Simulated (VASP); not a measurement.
These are RPBE GGA, VASP's PBE PAW potentials (set 64) (plane waves; VASP) values and carry that method's errors.

A VASP calculation is set up with these files.

KPOINTS:
```
Automatic mesh
0
Gamma
18 18 10
0 0 0
```

### INCAR
```
ALGO  =  Normal
EDIFF  =  1E-7
EDIFFG  =  -0.01
ENCUT  =  520
GGA  =  RP
IBRION  =  2
ISIF  =  4
ISMEAR  =  1
LASPH  =  T
LCHARG  =  F
LREAL  =  F
LWAVE  =  F
NELM  =  100
NSW  =  30
PREC  =  Accurate
SIGMA  =  0.1
SYSTEM  =  Be
```

POSCAR:
```
Be
1.0
  1.1202617107  -1.9403500302   0.0000000000
  1.1202617107   1.9403500302   0.0000000000
  0.0000000000   0.0000000000   3.5123677281
Be
2
Cart
  1.1202617107   0.6467846370   0.8780919320
  1.1202617107  -0.6467846370   2.6342757961
```

POTCAR, in this order: Be (PBE.64 set). Program: vasp_std.

The resulting files:

### OSZICAR
```
       N       E                     dE             d eps       ncg     rms          rms(c)
DAV:   1    -0.176721889893E+01   -0.17672E+01   -0.18416E+03  2682   0.555E+02
DAV:   2    -0.703322654656E+01   -0.52660E+01   -0.49761E+01  4062   0.657E+01
DAV:   3    -0.706683282156E+01   -0.33606E-01   -0.33680E-01  3522   0.472E+00
DAV:   4    -0.706686096949E+01   -0.28148E-04   -0.28149E-04  3834   0.138E-01
DAV:   5    -0.706686097842E+01   -0.89246E-08   -0.79790E-08  3528   0.151E-03    0.127E+00
DAV:   6    -0.701732498159E+01    0.49536E-01   -0.95052E-03  2820   0.161E+00    0.788E-01
DAV:   7    -0.700129397934E+01    0.16031E-01   -0.79320E-03  2880   0.149E+00    0.271E-02
DAV:   8    -0.700127043105E+01    0.23548E-04   -0.12880E-05  3882   0.457E-02    0.119E-02
DAV:   9    -0.700127203032E+01   -0.15993E-05   -0.35671E-06  3162   0.219E-02    0.104E-03
DAV:  10    -0.700127187125E+01    0.15907E-06   -0.48890E-09  3432   0.639E-04    0.332E-04
DAV:  11    -0.700127166526E+01    0.20599E-06   -0.32355E-09  1800   0.819E-04    0.885E-06
DAV:  12    -0.700127165897E+01    0.62902E-08   -0.13393E-10  1794   0.138E-04
   1 F= -.70012717E+01 E0= -.70012339E+01  d E =-.700127E+01
       N       E                     dE             d eps       ncg     rms          rms(c)
DAV:   1    -0.700267230596E+01   -0.14006E-02   -0.14381E-02  3384   0.798E-01    0.454E-02
DAV:   2    -0.700266031949E+01    0.11986E-04   -0.61399E-05  3204   0.732E-02    0.277E-02
DAV:   3    -0.700264932414E+01    0.10995E-04   -0.63257E-06  3612   0.163E-02    0.374E-04
DAV:   4    -0.700264932691E+01   -0.27741E-08   -0.47587E-08  3102   0.219E-03
   2 F= -.70026493E+01 E0= -.70025948E+01  d E =-.137767E-02
```

**OUTCAR**
```
------------------------ aborting loop because EDIFF is reached ----------------------------------------
  FORCE on cell =-STRESS in cart. coord.  units (eV):
  Direction    XX          YY          ZZ          XY          YZ          ZX
  --------------------------------------------------------------------------------------
  Total        0.7481331      0.7481329      0.7647595     -0.0000000     -0.0000000      0.0000000
  in kB       78.4982337     78.4982195     80.2427719     -0.0000000     -0.0000000      0.0000000
  external PRESSURE =      79.0797417 kB  Pullay stress =       0.0000000 kB
  volume of cell :       15.27
      direct lattice vectors                 reciprocal lattice vectors
     1.116638630 -1.934074665 -0.000000000     0.447772437 -0.258521560  0.000000000
     1.116638630  1.934074665 -0.000000000     0.447772437  0.258521560  0.000000000
     0.000000000  0.000000000  3.535197394     0.000000000  0.000000000  0.282869636
 POSITION                                       TOTAL-FORCE (eV/Angst)
 -----------------------------------------------------------------------------------
      1.11664      0.64469      0.88380        -0.000000     -0.000000      0.000000
      1.11664     -0.64469      2.65140         0.000000      0.000000      0.000000
 -----------------------------------------------------------------------------------
    total drift:                                0.000000     -0.000004      0.000005
  FREE ENERGIE OF THE ION-ELECTRON SYSTEM (eV)
  ---------------------------------------------------
  free  energy   TOTEN  =        -7.0026493269 eV

  energy  without entropy=       -7.0024856550  energy(sigma->0) =       -7.00259477

 reached required accuracy - stopping structural energy minimisation
```
(Selected blocks of OUTCAR.)

**CONTCAR**
```
Be
   1.00000000000000
     1.1166386295784807   -1.9340746649861329   -0.0000000000000000
     1.1166386295784807    1.9340746649861329   -0.0000000000000000
     0.0000000000000000    0.0000000000000000    3.5351973940113486
  Be
     2
Direct
     0.3333330000000032    0.6666669999999968    0.2500000000000000
     0.6666669999999968    0.3333330000000032    0.7500000000000000
```

The compound is Be in the hcp structure. This cell is one point of a volume scan, at 0.94 of the reference volume. Symmetry was kept, so distortions that lower it aren't found.
